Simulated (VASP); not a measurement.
The cell holds one ZrS₂ (1T layered) monolayer, with vacuum along c. Ionisation potential and electron affinity count from the cell's own band edges, surface states included.

Input:

```
CELL_PARAMETERS angstrom
      3.61233     0.00000     0.00000
     -1.80616     3.12837     0.00000
      0.00000     0.00000    18.24256
ATOMIC_POSITIONS crystal
  S  0.66667 0.33333 0.42110
  S  0.33333 0.66667 0.57890
  Zr 0.00000 0.00000 0.50000
```

Calculation: LDA (Ceperley-Alder, Perdew-Zunger), VASP's LDA PAW potentials (set 64) (plane waves; VASP 6.6.1). Numerical set-up: 400 eV cut-off, 12×12×1 Γ-centred mesh, Gaussian smearing of 0.050 eV, potentials S Zr_sv.

```yaml
energy_to_cut_it_from_the_bulk_per_area: 13.1 meV/Å²
ionisation_potential: 6.50 eV
electron_affinity: 5.53 eV
band gap (on the k-mesh): 0.98 eV
```

The cell is a sheet with vacuum, built from ZrS2 (1T layered).
